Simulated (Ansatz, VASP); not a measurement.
# Cross-check of Ru (Ru(0001)) between VASP and Ansatz, part 2 of 2

Aim: how closely do two programs agree when they are given the same cell, functional and k mesh? The cell is taken from a series of runs on this material, whose earlier steps may have relaxed, scaled, displaced or heated it; both programs get it as it stands.

VASP 6.6.1 and Ansatz 0.2.0.

So far: The starting structure; VASP: single point, LDA.

## (3) Ansatz: single point, LDA

Level of this step: Ansatz beside VASP: Kohn-Sham DFT, plane waves, LDA (Ansatz).

Ansatz runs on its default PAW (the set named soft_2) files.

The same cell, functional (in two slightly different forms), mesh and smearing now go to Ansatz, which takes its cutoff from its data sets.

input.yaml reads:

```yaml
crystal:
  lattice:
    - [2.7, 0.0, 0.0]
    - [1.35, 2.3382685902, 0.0]
    - [0.0, 0.0, 30.8304]
  atoms:
    - { symbol: Ru, position: [0.0, 0.0, 0.2919196637] }
    - { symbol: Ru, position: [0.6666666667, 0.6666666667, 0.3612797758] }
    - { symbol: Ru, position: [0.0, 0.0, 0.4306398879] }
    - { symbol: Ru, position: [0.6666666667, 0.6666666667, 0.5] }
    - { symbol: Ru, position: [0.0, 0.0, 0.5693601121] }
    - { symbol: Ru, position: [0.6666666667, 0.6666666667, 0.6387202242] }
    - { symbol: Ru, position: [0.0, 0.0, 0.7080803363] }
kpoints:
  mp_grid: { grid: [24, 24, 1] }
hamiltonian:
  xc: lda
scf:
  occupations: { method: fermi_dirac, width: 0.1 }
  convergence: { dr2_threshold: 1.0e-10 }
efield:
  axis: 3
  dipole_correction: true
  ramp_position: 0.97
  ramp_width: 0.06
  amplitude: 0
output:
  forces: true
  write_potential: true
  write_density: true
  volumetric_format: npy
```

Launch:

```console
> ansatz run input.yaml --threads 4 --pin off --max-ram 6144MiB --backend cpu --events-out ev --progress --plain --runs-dir out
```

Numbers of over 12 decimals in the logs are rounded to 6 here.

Log:

```text
Engine: ansatz 0.2.0, x86_64-unknown-linux-gnu
Pseudopotentials: kind: paw
Pseudopotential: Ru, paw, valence charge 16, recommended cutoff 420 eV (normal), Ru.paw.azcp
Functional definition: SPW92
  exchange = slater_x
  correlation = pw_c
Crystal: 7 atoms, lattice volume = 194.642 Å³
Basis set: ecut = 420 eV, 3841 PW (Γ)
Bands: 68, of which v1, the nominal top of the filled ones, is band 56 counted from 1 (55 counted from 0)
Symmetry: 6 space group operations
k-points: 61 of 576 (time reversal used)
Non-local potential: Ru, projectors of the file, l = 0: 3, l = 1: 2, l = 2: 2, l = 3: 1
PAW form: soft (Blöchl's): semilocal exchange-correlation on the pseudo side does not see the compensation charge
PAW frozen core: Ru, regenerated for the run's functional, and the local potential with it (the file was generated under x = pbe(κ = 0.804, μ = 0.219515), c = pbe(β = 0.066725))
PAW one-centre angular grid: Ru, 590 points (default); XC on 64 Gauss nodes
Initial density: superposition of atomic densities (neutral atoms: chi_scale 0, normalization atom), corrected by the library's trained network
Initial wavefunctions: pseudopotential atomic-orbital guess
Functional: x = slater, c = lda
SCF iter   1: F=—  HF=-40305.496978 eV  |F-HF|=—  |Δ(HF+E_count)|=         —  Δρ=1.37e-2  dr2=5.51e0  ethr=1.77e-3  p=0.000 e·Å  D=3.15e-13 V/Å  ΔV_dip=-0.00 eV  dr2_dipole=2.05e-7  V_vac-E_F(+/−)=4.90/4.90 eV  ⟨swp⟩=7.9  Hψ=17892  notcnv=0  defer=14
efield: sawtooth ramp at fractional position 0.9700 (set: `efield.ramp_position`, or a place that a band, a saddle search or an elastic batch's reference lends), width 0.0600; the density the first Hamiltonian is built on has a dipole p = 0.000 e·Å; the dipole correction subtracts the counter field D = 3.15e-13 V/Å, which shifts the + side's vacuum level by -0.00 eV against the − side's; the planar-averaged density in the ramp window peaks in size at 1.8e-6 e/Å³
preconditioner: auto → LDOS  [metal: Δε(μ)=0.006 eV  Ē_g=4.916 eV  σ=0.100 eV  W_gap=0.02  n_scr=24 (ndim 8)  ℏωp=19.9 eV  f_vac=0.474  D(μ)=7.29/eV (n_scr^D=24)  β→1.0]
SCF iter   2: F=—  HF=-40305.436752 eV  |F-HF|=—  |Δ(HF+E_count)|=   6.02e-2  Δρ=5.55e-3  dr2=9.91e-2  ethr=1.77e-3  p=0.000 e·Å  D=4.84e-6 V/Å  ΔV_dip=-0.00 eV  dr2_dipole=3.58e-7  V_vac-E_F(+/−)=5.33/5.33 eV  ⟨swp⟩=2.0  Hψ=5294  notcnv=0  defer=20
SCF iter   3: F=—  HF=-40305.422450 eV  |F-HF|=—  |Δ(HF+E_count)|=   1.43e-2  Δρ=2.18e-3  dr2=1.50e-2  ethr=8.84e-5  p=-0.000 e·Å  D=-1.28e-6 V/Å  ΔV_dip=0.00 eV  dr2_dipole=2.55e-8  V_vac-E_F(+/−)=5.38/5.38 eV  ⟨swp⟩=3.3  Hψ=9831  notcnv=0  defer=20
SCF iter   4: F=—  HF=-40305.419892 eV  |F-HF|=—  |Δ(HF+E_count)|=   2.56e-3  Δρ=2.91e-4  dr2=9.07e-4  ethr=1.34e-5  p=0.000 e·Å  D=1.09e-6 V/Å  ΔV_dip=-0.00 eV  dr2_dipole=3.28e-9  V_vac-E_F(+/−)=5.39/5.39 eV  ⟨swp⟩=2.3  Hψ=6509  notcnv=0  defer=20
SCF iter   5: F=—  HF=-40305.419806 eV  |F-HF|=—  |Δ(HF+E_count)|=   8.61e-5  Δρ=1.19e-4  dr2=5.97e-5  ethr=8.09e-7  p=0.000 e·Å  D=4.69e-7 V/Å  ΔV_dip=-0.00 eV  dr2_dipole=2.24e-9  V_vac-E_F(+/−)=5.41/5.41 eV  ⟨swp⟩=2.9  Hψ=7035  notcnv=0  defer=20
SCF iter   6: F=—  HF=-40305.419809 eV  |F-HF|=—  |Δ(HF+E_count)|=   2.47e-6  Δρ=6.53e-5  dr2=2.16e-5  ethr=5.33e-8  p=0.000 e·Å  D=4.28e-7 V/Å  ΔV_dip=-0.00 eV  dr2_dipole=5.50e-11  V_vac-E_F(+/−)=5.42/5.42 eV  ⟨swp⟩=3.1  Hψ=7681  notcnv=0  defer=20
SCF iter   7: F=—  HF=-40305.419805 eV  |F-HF|=—  |Δ(HF+E_count)|=   3.60e-6  Δρ=2.44e-5  dr2=1.04e-6  ethr=1.93e-8  p=0.000 e·Å  D=1.87e-7 V/Å  ΔV_dip=-0.00 eV  dr2_dipole=2.08e-11  V_vac-E_F(+/−)=5.43/5.43 eV  ⟨swp⟩=2.5  Hψ=6411  notcnv=0  defer=20
SCF iter   8: F=—  HF=-40305.420213 eV  |F-HF|=—  |Δ(HF+E_count)|=   4.08e-4  Δρ=8.05e-6  dr2=1.32e-7  ethr=9.30e-10  p=0.000 e·Å  D=4.11e-8 V/Å  ΔV_dip=-0.00 eV  dr2_dipole=3.63e-12  V_vac-E_F(+/−)=5.43/5.43 eV  ⟨swp⟩=3.0  Hψ=8825  notcnv=0  defer=14
SCF iter   9: F=—  HF=-40305.420214 eV  |F-HF|=—  |Δ(HF+E_count)|=   3.12e-7  Δρ=2.42e-6  dr2=1.31e-8  ethr=1.18e-10  p=0.000 e·Å  D=6.67e-9 V/Å  ΔV_dip=-0.00 eV  dr2_dipole=1.07e-12  V_vac-E_F(+/−)=5.43/5.43 eV  ⟨swp⟩=3.0  Hψ=7955  notcnv=0  defer=14
SCF iter  10: F=—  HF=-40305.420214 eV  |F-HF|=—  |Δ(HF+E_count)|=   5.14e-8  Δρ=5.27e-7  dr2=5.99e-10  ethr=1.17e-11  p=-0.000 e·Å  D=-5.71e-9 V/Å  ΔV_dip=0.00 eV  dr2_dipole=2.36e-13  V_vac-E_F(+/−)=5.43/5.43 eV  ⟨swp⟩=2.9  Hψ=8577  notcnv=0  defer=14
SCF iter  11: F=-40305.420214 eV  HF=-40305.420214 eV  |F-HF|=5.09e-11  |Δ(HF+E_count)|=   1.38e-9  Δρ=1.90e-7  dr2=8.07e-11  ethr=1.00e-12  p=-0.000 e·Å  D=-7.37e-9 V/Å  ΔV_dip=0.00 eV  dr2_dipole=9.97e-14  V_vac-E_F(+/−)=5.43/5.43 eV  ⟨swp⟩=12.4  Hψ=26005  notcnv=0
the search or the solves at the SCF's close seem to have found levels that the self-consistency loop had missed (the run counts 1). By its estimate they hold 2.98e-8 electrons. The energies and the density leave them out; if the run goes on with those levels, later outputs use occupations computed again with them
SCF 1 converged in 11 iterations: F = -40305.420214 eV  dr2 = 8.07e-11
  greatest PAW one-centre occupation: 0.999 electrons in one spin orbital (limit 2), on the Ru atom at site 6 (counted from 0), in its partial waves of l = 0
WARN: The output density's exchange-correlation potential varies sharply where the density is thin. Do not read a vacuum level from v_tot or v_xc, or from such a field of the output density. On a cell that repeats whose density bears no net charge and no dipole along the vacuum's axis use v_es (v_loc + v_h of the components); under efield.dipole_correction with no amplitude use v_es + v_field, which holds any externa [...]
SCF converged after 11 iterations
Free energy (F): -40305.420214 eV
Harris-Foulkes:  -40305.420214 eV  (|F-HF|=5.09e-11)
Internal energy: -40305.178445 eV  (E = F + TS)
E sigma→0 (E₀):  -40305.299329 eV
Entropy (-TS):   -0.241769 eV (-34.538 meV/atom)
Fermi energy:    8.601719 eV
Dipole field:    D = 0.000000 V/Å  (p = 0.000000 e·Å, saw-weighted, corrected)
Work function:   Φ+ = 5.4318 eV   Φ− = 5.4318 eV
Levels:          The Fermi level and band energies are counted from a zero that moves with the ramp; work functions are not
--- Per-component energies (eV) ---
  E_band       = -2026.752137
  E_kinetic    = 3594.193232
  E_local      = -256378.657049  (includes V_loc(G=0)·N_el)
  E_nonlocal   = 2439.838316
  E_hartree    = 125778.967030
  E_xc         = -1322.518409
  E_vxc        = -1666.761633  (∫ρ·V_xc dr)
  E_paw        = -23389.244657  (= ΣΔE_a)
  E_vpaw       = -1573.296399  (= ΣTr[D̂ρ^β])
  E_aug_tail   = -0.001696  (compensation charges beyond the density's cutoff)
  E_efield     = 0.000000  (sawtooth field / dipole correction)
  E_vefield    = 0.000000  (∫n·V_field dr)
  E_ewald      = 108968.242993
  E_core_change = 4.001795  (= ΣΔE_core)
  E_smearing   = -0.241769  (= −TS)
  E_closure    = 0.000000  (closes the sum)
  Σ components = -40305.420214   (vs F -40305.420214, Δ=0.00e0)
--- Forces (eV/Å), atoms counted from 1 ---
  atom   1  Ru     0.00000000    -0.00000000     1.24682789
  atom   2  Ru    -0.00000000    -0.00000000    -0.67064042
  atom   3  Ru    -0.00000000     0.00000000    -0.20023057
  atom   4  Ru    -0.00000000    -0.00000000     0.00000009
  atom   5  Ru     0.00000000     0.00000000     0.20023080
  atom   6  Ru     0.00000000    -0.00000000     0.67064062
  atom   7  Ru    -0.00000000    -0.00000000    -1.24682744
  max |Σ_I F_I| component: 9.74e-7 eV/Å
--- Band table (eV; the first three rows and the last of 61) ---
  k-point 0: bands = [... 52 lower, 6.6813, 6.9144, 7.4594, 7.4594, 8.0048, 8.0048, 8.1416, 8.6452, ... 8 higher]
  k-point 1: bands = [... 52 lower, 6.7282, 6.9299, 7.4190, 7.4326, 7.9845, 7.9875, 7.9980, 8.6285, ... 8 higher]
  k-point 2: bands = [... 52 lower, 6.8664, 6.9114, 7.2661, 7.3729, 7.7315, 7.8882, 7.9355, 8.3813, ... 8 higher]
  k-point 60: bands = [... 52 lower, 7.4870, 8.0145, 8.8747, 9.2191, 9.2263, 9.6784, 9.6800, 9.6954, ... 8 higher]
```

Reading the cycles: dr2 is the Hartree energy of the density residual (eV), the measure of convergence; HF is the Harris–Foulkes estimate of the energy, which meets the free energy F at convergence.

## (4) Side by side

Known differences besides the potentials themselves: the data sets hold 112 valence electrons in Ansatz (on its default PAW (the set named soft_2) files) and 98 in VASP; the cutoff is 420 eV in Ansatz and 400 eV in VASP; VASP's log shows a relativistic correction to its local exchange, Ansatz's none. Total energies have different zeros and are not compared.

Compared:

```
                                   quantity  Ansatz  VASP  difference
 work function, lower of the two faces (eV)    5.43  5.43       +0.01
work function, higher of the two faces (eV)    5.43  5.43       +0.01
```

Forces (eV/Å; atoms numbered as in POSCAR):

```
atom        Ansatz x, y, z          VASP x, y, z
 Ru1   0.000, 0.000, 1.247   0.000, 0.000, 1.214
 Ru2  0.000, 0.000, -0.671  0.000, 0.000, -0.672
 Ru3  0.000, 0.000, -0.200  0.000, 0.000, -0.198
 Ru4   0.000, 0.000, 0.000   0.000, 0.000, 0.000
 Ru5   0.000, 0.000, 0.200   0.000, 0.000, 0.198
 Ru6   0.000, 0.000, 0.671   0.000, 0.000, 0.672
 Ru7  0.000, 0.000, -1.247  0.000, 0.000, -1.214
```

The forces differ by 10 meV/Å r.m.s., which is 2.3 % of the r.m.s. force of 0.433 eV/Å (both taken over all components). With vacuum in the cell, a pressure given here is an average over mostly empty space and none of the material.

## (5) What came out

| Item | Value |
| --- | --- |
| r.m.s. force difference (single point, LDA) | 2.3 % of the r.m.s. force |

In words: The r.m.s. force difference is 2.3 % of the r.m.s. force (single point, LDA), within the 3 % picked in this series as the mark of a large difference. The data sets hold unlike numbers of valence electrons (112 in Ansatz and 98 in VASP), so part of the differences comes from the potentials. Such differences can come from data sets, numerical settings and the points named under the comparisons, not from the functional's error against experiment.

[Lines on the potential files, build, host, timing and source positions are cut from VASP's logs without a mark.]

[Logs are printed without paths, hosts, clocks, repeated set-up lines and the standing remarks that a program may print on its own settings, such as how far it seeks lower states.]

[Hosts, paths, dates, database ids (printed as entryN), source tags and the programs' standing remarks are cut or masked in the printed files.]
